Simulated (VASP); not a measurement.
Calculation: LDA (Ceperley-Alder, Perdew-Zunger), VASP's LDA PAW potentials (set 64) (plane waves; VASP).

VASP ran on this input.

**KPOINTS**
```
kpoints
0
G
 8 8 11
```

### POSCAR
```
Hf
1
    4.8590096352     0.0000000000     0.0000000000
   -2.4295048176     4.2080259295    -0.0000000000
    0.0000000000     0.0000000000     3.0288604569
Hf
3
Direct
  0.6666670000   0.3333330000   0.5000000000
  0.3333330000   0.6666670000   0.5000000000
  0.0000000000   0.0000000000   0.0000000000
```

### INCAR
```
LCHARG = .True.
LMAXMIX = 6   ! l cut-off of mixed one-centre charges
LWAVE = .False.
ISMEAR = -5
SYSTEM = Hf
LASPH = .True.   ! aspherical one-centre terms
ALGO = Normal   ! blocked Davidson
NEDOS = 601   ! DOS grid
LREAL = .False.   ! projection in real space or not
EDIFF = 1E-7   ! SCF stop (eV)
ENCUT = 400
NELM = 100
ISIF = 2
LORBIT = 11   ! lm-projected
PREC = Accurate
```

POTCAR, in this order: Hf_pv (LDA.64 set). Program: vasp_std.

The run wrote:

File OUTCAR:
```
 ion  position               nearest neighbor table
   1  0.667  0.333  0.500-   2 2.81   2 2.81   2 2.81   3 3.19   3 3.19   3 3.19   3 3.19   3 3.19
                             3 3.19
   2  0.333  0.667  0.500-   1 2.81   1 2.81   1 2.81   3 3.19   3 3.19   3 3.19   3 3.19   3 3.19
                             3 3.19
   3  0.000  0.000  0.000-   1 3.19   2 3.19   1 3.19   2 3.19   1 3.19   1 3.19   2 3.19   2 3.19
                             1 3.19   1 3.19   2 3.19   2 3.19
  LATTYP: Found a hexagonal cell.
 ALAT       =     4.8590096352
 C/A-ratio  =     0.6233493416
 Subroutine PRICEL returns:
 Original cell was already a primitive cell.
 Subroutine GETGRP returns: Found 24 space group operations
The static configuration has the point symmetry D_6h.
The dynamic configuration has the point symmetry D_6h.
 Subroutine INISYM returns: Found 24 space group operations
 Subroutine IBZKPT returns following result:
 Found     60 irreducible k-points:

 Following reciprocal coordinates:
            Coordinates               Weight
  0.000000  0.000000  0.000000      1.000000
  0.125000  0.000000  0.000000      6.000000
  0.250000  0.000000  0.000000      6.000000
  0.375000  0.000000  0.000000      6.000000
  0.500000  0.000000  0.000000      3.000000
  0.125000  0.125000  0.000000      6.000000
  0.250000  0.125000  0.000000     12.000000
  0.375000  0.125000  0.000000     12.000000
  0.250000  0.250000  0.000000      6.000000
  0.375000  0.250000  0.000000      6.000000
  0.000000  0.000000  0.090909      2.000000
  0.125000  0.000000  0.090909     12.000000
  0.250000  0.000000  0.090909     12.000000
  0.375000  0.000000  0.090909     12.000000
  0.500000  0.000000  0.090909      6.000000
  0.125000  0.125000  0.090909     12.000000
  0.250000  0.125000  0.090909     24.000000
  0.375000  0.125000  0.090909     24.000000
  0.250000  0.250000  0.090909     12.000000
...
```

### OSZICAR
```
       N       E                     dE             d eps       ncg     rms          rms(c)
DAV:   1     0.839298723567E+02    0.83930E+02   -0.14982E+04  2432   0.124E+03
DAV:   2    -0.265002512566E+02   -0.11043E+03   -0.10665E+03  2571   0.288E+02
DAV:   3    -0.329291526650E+02   -0.64289E+01   -0.59744E+01  3102   0.398E+01
DAV:   4    -0.331072960618E+02   -0.17814E+00   -0.17314E+00  2875   0.569E+00
DAV:   5    -0.331107695495E+02   -0.34735E-02   -0.34517E-02  3053   0.671E-01    0.831E+01
DAV:   6    -0.323040157480E+02    0.80675E+00   -0.74807E-01  2409   0.637E+00    0.487E+01
DAV:   7    -0.320249248035E+02    0.27909E+00   -0.11533E+00  2318   0.713E+00    0.267E+00
DAV:   8    -0.320167868913E+02    0.81379E-02   -0.82465E-02  2983   0.178E+00    0.200E+00
DAV:   9    -0.320120913331E+02    0.46956E-02   -0.31215E-02  2716   0.136E+00    0.969E-01
DAV:  10    -0.320121014264E+02   -0.10093E-04   -0.48308E-03  2784   0.482E-01    0.102E-01
DAV:  11    -0.320120457770E+02    0.55649E-04   -0.19991E-04  3017   0.106E-01    0.554E-02
DAV:  12    -0.320120290180E+02    0.16759E-04   -0.20251E-05  2929   0.334E-02    0.298E-02
DAV:  13    -0.320120349794E+02   -0.59615E-05   -0.20756E-06  3005   0.100E-02    0.158E-02
DAV:  14    -0.320120356562E+02   -0.67670E-06   -0.14079E-07  1629   0.362E-03    0.104E-02
DAV:  15    -0.320120362933E+02   -0.63711E-06   -0.94638E-08  1503   0.241E-03    0.238E-03
DAV:  16    -0.320120364176E+02   -0.12433E-06   -0.25925E-08  1410   0.120E-03    0.156E-04
DAV:  17    -0.320120364589E+02   -0.41272E-07   -0.80926E-09  1377   0.529E-04
   1 F= -.32012036E+02 E0= -.32012036E+02  d E =0.000000E+00
```

**OUTCAR**
```
------------------------ aborting loop because EDIFF is reached ----------------------------------------
  FORCE on cell =-STRESS in cart. coord.  units (eV):
  Direction    XX          YY          ZZ          XY          YZ          ZX
  --------------------------------------------------------------------------------------
  Total       -0.0097654     -0.0097654     -0.1009667      0.0000000      0.0000000     -0.0000000
  in kB       -0.2526372     -0.2526372     -2.6120619      0.0000000      0.0000000     -0.0000000
  external PRESSURE =      -1.0391121 kB  Pullay stress =       0.0000000 kB
  volume of cell :       61.93
      direct lattice vectors                 reciprocal lattice vectors
     4.859009635  0.000000000  0.000000000     0.205803255  0.118820561  0.000000000
    -2.429504818  4.208025929  0.000000000     0.000000000  0.237641121  0.000000000
     0.000000000  0.000000000  3.028860457     0.000000000  0.000000000  0.330157171
 POSITION                                       TOTAL-FORCE (eV/Angst)
 -----------------------------------------------------------------------------------
      2.42951      1.40267      1.51443         0.000000     -0.000000      0.000000
     -0.00000      2.80535      1.51443        -0.000000      0.000000      0.000000
      0.00000      0.00000      0.00000         0.000000      0.000000      0.000000
 -----------------------------------------------------------------------------------
    total drift:                                0.000000     -0.000000      0.000000
  FREE ENERGIE OF THE ION-ELECTRON SYSTEM (eV)
  ---------------------------------------------------
  free  energy   TOTEN  =       -32.0120364589 eV

  energy  without entropy=      -32.0120364589  energy(sigma->0) =      -32.01203646

 total charge

# of ion       s       p       d       tot
------------------------------------------
    1        0.410   6.372   1.792   8.575
    2        0.410   6.372   1.792   8.575
    3        0.398   6.469   1.543   8.410
--------------------------------------------------
tot          1.218  19.214   5.127  25.559
```
(Selected blocks of OUTCAR.)

File OUTCAR:
```
 val. band max:        5.2053346103   @ k =   0.2500   0.1250   0.0909

 cond. band min:       5.0341491968   @ k =   0.5000   0.0000   0.1818


 Fermi energy:         5.1830470944

 k-point     1 :       0.0000    0.0000    0.0000
  band No.  band energies     occupation
      1     -25.2830      2.00000
      2     -25.2829      2.00000
      3     -25.2765      2.00000
      4     -25.2765      2.00000
      5     -24.7907      2.00000
      6     -24.4902      2.00000
      7     -24.3655      2.00000
      8     -24.3223      2.00000
      9     -24.3223      2.00000
     10      -2.1903      2.00000
     11       2.4189      2.00000
     12       4.5464      2.00000
     13       4.5932      2.00000
     14       4.5933      2.00000
     15       4.6440      2.00000
     16       4.6441      2.34969
     17       6.2638      0.00000
     18       7.3349      0.00000
     19       7.3349      0.00000

 k-point     2 :       0.1250    0.0000    0.0000
  band No.  band energies     occupation
      1     -25.4078      2.00000
      2     -25.3810      2.00000
      3     -25.1475      2.00000
      4     -25.1297      2.00000
      5     -24.7821      2.00000
      6     -24.4925      2.00000
      7     -24.3756      2.00000
      8     -24.3722      2.00000
      9     -24.3243      2.00000
     10      -1.9729      2.00000
     11       2.4252      2.00000
     12       3.5593      2.00000
     13       4.2435      2.00000
     14       4.3050      2.00000
     15       5.1265      1.79984
     16       5.3786      0.09717
     17       6.3708      0.00000
     18       7.0894      0.00000
     19       7.5137      0.00000

 k-point     3 :       0.2500    0.0000    0.0000
  band No.  band energies     occupation
      1     -25.5136      2.00000
      2     -25.3989      2.00000
      3     -25.0310      2.00000
      4     -24.9969      2.00000
      5     -24.7605      2.00000
      6     -24.5007      2.00000
      7     -24.4969      2.00000
...
```

For a metal the tetrahedron method with Blöchl corrections gives inexact stress and forces. Unless said otherwise, spin-orbit coupling is left out, though it shifts the bands of the heavy elements here.

The structure comes from a computed database's Hf entry (P6/mmm); how it stands against other phases isn't given here. It was relaxed first, which changed the volume by -6 %.
